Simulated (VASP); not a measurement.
## Be2ZnO3: relaxation of cell and atoms with PBE

The system is Be2ZnO3.

```
Be Zn O
1.0
    -1.46500    4.39500    2.07250
     1.46500   -4.39500    2.07250
     1.46500    4.39500   -2.07250
Be Zn O
2 1 3
Direct
  0.33330 0.00000 0.33330
  0.66670 0.00000 0.66670
  0.00000 0.00000 0.00000
  0.41670 0.25000 0.16670
  0.08330 0.25000 0.83330
  0.75000 0.25000 0.50000
```

The cell was built by a generator and needn't be a form met in nature.

```
Program                : VASP 6.6.1
Task                   : relaxation of cell and atoms
Functional             : PBE
Potentials or basis    : VASP PAW PBE potentials, release 64 (Be, Zn, O)
Cutoff                 : 520 eV
k mesh                 : 6 × 6 × 6
Occupations            : gaussian, width 0.15 eV
Spin                   : no spin polarisation
Further INCAR settings : PREC = Normal; ALGO = Fast; EDIFF = 0.0001; IBRION = 2; EDIFFG = -0.08; NSW = 24; ISIF = 3
```

The relaxed volume is 8.48 Å³/atom. The relaxed cell is a = 5.003 Å, b = 5.003 Å, c = 5.003 Å, α = 146.88°, β = 60.10°, γ = 131.37°. The space group after relaxing (to 0.05 Å) is Imm2 (No. 44). The energy gained by relaxing is 314.4 meV/atom. The ionic steps are 7 and the pressure after relaxing is 0.2 GPa. The largest force after relaxing is 0.072 eV/Å and the band gap on the k mesh is 3.18 eV, indirect (least direct gap 3.19 eV).

Forces in eV/Å, atoms in the order of the input:
```
Be   0.000  0.066  0.030
Be   0.000 -0.066  0.030
Zn   0.000  0.000  0.066
O    0.000  0.029 -0.044
O    0.000 -0.029 -0.044
O    0.000  0.000 -0.037
```

Stress tensor (GPa, compression positive):
```
-0.29  0.00  0.00
 0.00  0.17  0.00
 0.00  0.00  0.87
```

Step by step:
```csv
step,energy change (eV),largest force (eV/Å),pressure (GPa),volume (Å³)
1,0.0000,5.9071,6.48,53.38
2,-1.5870,0.5949,-15.79,56.21
3,-1.6131,0.7684,-11.69,55.80
4,-1.8695,0.3703,0.46,50.92
5,-1.8695,0.3696,0.65,50.88
6,-1.8852,0.0787,0.90,50.88
7,-1.8862,0.0721,0.25,50.88
```

Final structure:
```
Be Zn O
1.0
    -1.42581    4.33056    2.05997
     1.42581   -4.33056    2.05997
     1.42581    4.33056   -2.05997
Be Zn O
2 1 3
Cartesian
  0.0000 2.8399 0.0127
  0.0000 5.8212 0.0127
  0.0000 0.0000 0.0264
  0.0000 1.6371 1.1578
  1.4258 2.6934 -0.9022
  0.0000 4.3306 0.7225
```

Levels at points of the mesh, in eV from the valence-band top:
```
           k point  band 15  band 16  band 17  band 18  band 19  band 20
(0.00, 0.00, 0.00)    -0.57    -0.46    -0.02     3.18     8.50     9.21
(0.50, 0.00, 0.00)    -1.45    -0.75    -0.17     5.57     7.43     9.30
(0.00, 0.50, 0.00)    -2.10    -1.03    -0.94     7.07     8.35     9.20
(0.50, 0.50, 0.00)    -1.97    -1.62    -1.38     5.47     7.74     7.98
(0.50, 0.50, 0.50)    -1.19    -0.97     0.00     4.96     6.95     7.01
```

Wall time 65 s on 1 thread of Intel(R) Xeon(R) 6975P-C (Granite Rapids), on a shared host, peak memory 0.19 GiB.

Caveat: the k mesh is coarse (spacing up to 0.44 Å⁻¹), so the values aren't converged; the relaxation stopped at a loose force limit of 0.08 eV/Å, so its end isn't a converged minimum. A k mesh can miss the band edges.
